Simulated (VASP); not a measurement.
VASP runs on BiP (space group Pm-3m) share one base input (PBE GGA, plane waves, VASP's PBE PAW potentials (set 64)) and change the settings named in each case.

### POSCAR
```
BiP
3.4159590
  1.0000000000   0.0000000000   0.0000000000
  0.0000000000   1.0000000000   0.0000000000
  0.0000000000   0.0000000000   1.0000000000
Bi P
1 1
Cart
  0.0000000000   0.0000000000   0.0000000000
  0.5000000000   0.5000000000   0.5000000000
```

**INCAR**
```
ALGO  =  Normal
EDIFF  =  1E-6
ENCUT  =  300
GGA  =  PE
ISIF  =  2
ISMEAR  =  0
LASPH  =  .TRUE.
LCHARG  =  .FALSE.
LMAXMIX  =  4
LREAL  =  .FALSE.
LWAVE  =  .FALSE.
NELM  =  100
PREC  =  Accurate
SIGMA  =  0.2
SYSTEM  =  BiP
```

File KPOINTS:
```
Automatic mesh
0
Gamma
5 5 5
0 0 0
```

POTCAR, in this order: Bi_d P (PBE.64 set). Program: vasp_std.

```csv
change,E(σ→0) (eV/atom),pressure (GPa),−TS (eV)
base run,-4.0212,14.74,-0.0400
"GGA removed, POTCAR Bi_d P (LDA.64 set)",-4.8141,___,___
"GGA_COMPAT = .FALSE., LNONCOLLINEAR = .TRUE., LSORBIT = .TRUE., MAGMOM = 0.0 0.0 0.0 0.0 0.0 0.0, program vasp_ncl",-4.3538,15.10,-0.0460
KPOINTS 8×8×8 Γ-centred mesh,-4.0819,13.77,-0.0272
```

Task: Some entries are withheld; supply them.

Result: 
- GGA removed, POTCAR Bi_d P (LDA.64 set), pressure (GPa): 8.94
- GGA removed, POTCAR Bi_d P (LDA.64 set), −TS (eV): -0.0450

Energies of different potentials or functionals have different zeros.  Unless said otherwise, spin-orbit coupling is left out, though it shifts the bands of the heavy elements here. At 300 eV the pressure can carry a Pulay error.

Left out are runs that ran out of time, are held back, or changed the cell or the kind of run, fixed moments of cells without a moment, rows past the twelfth, gaps on odd meshes, pressures of charged cells and columns that move by less than the noise.

The structure was generated: BiP was put into an ordered model structure, which need not be its known phase. The cell was not relaxed at this level.
